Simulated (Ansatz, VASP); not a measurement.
# Sb2Au: VASP beside Ansatz

The input INCAR:

```
PREC     = Accurate       # precision mode
ENCUT    = 520            # plane-wave cutoff, eV
EDIFF    = 1E-6           # SCF threshold, eV
ISMEAR   = -1             # smearing method
SIGMA    = 0.1            # smearing width, eV
LREAL    = F              # projectors in reciprocal space
LASPH    = T              # aspherical terms in the spheres
NELM     = 80             # most SCF steps
ALGO     = Normal         # electronic algorithm
ISIF     = 2              # what is computed and relaxed
LWAVE    = F              # write WAVECAR
LCHARG   = T              # write CHGCAR
GGA      = CA             # functional
LELF     = T              # ELF
LVHAR    = T            
NBANDS   = 18             # bands
```

Contents of KPOINTS:

```
regular mesh
0
Gamma
  6 6 6
```

File POSCAR:

```
Sb2Au
1.0
    0.0000000000      3.3280000000      3.3280000000
    3.3280000000      0.0000000000      3.3280000000
    3.3280000000      3.3280000000      0.0000000000
Sb Au
2 1
Direct
    0.2500000000      0.2500000000      0.2500000000
    0.7500000000      0.7500000000      0.7500000000
    0.0000000000      0.0000000000      0.0000000000
```

Input for Ansatz:

```yaml
crystal:
  lattice:
    - [0.0, 3.328, 3.328]
    - [3.328, 0.0, 3.328]
    - [3.328, 3.328, 0.0]
  atoms:
    - { symbol: Sb, position: [0.25, 0.25, 0.25] }
    - { symbol: Sb, position: [0.75, 0.75, 0.75] }
    - { symbol: Au, position: [0.0, 0.0, 0.0] }
basis:
  ecutwfc: 500.0
kpoints:
  mp_grid:
    grid: [6, 6, 6]
hamiltonian:
  xc: lda
scf:
  occupations:
    method: fermi_dirac
    width: 0.1
output:
  stress: true
```

Alike in both runs: task single point; functional LDA; k mesh 6 × 6 × 6; occupations fermi-dirac, width 0.1 eV; no spin polarisation.

|  | VASP | Ansatz |
| --- | --- | --- |
| version | VASP 6.6.1 | Ansatz 0.2.0 |
| potentials or method | VASP PAW LDA potentials, release 64 (Sb, Au) | plane waves, PAW |
| plane-wave cutoff (eV) | 520 | 500 |
| valence electrons in the cell | 21 | 49 |

```tsv
	VASP	Ansatz	Ansatz less VASP
pressure (GPa)	3.2	3.0	-0.24
```

The two sets of potentials don't hold the same shells in valence.

Spin-orbit coupling is left out, which matters for the levels of Au, Sb.
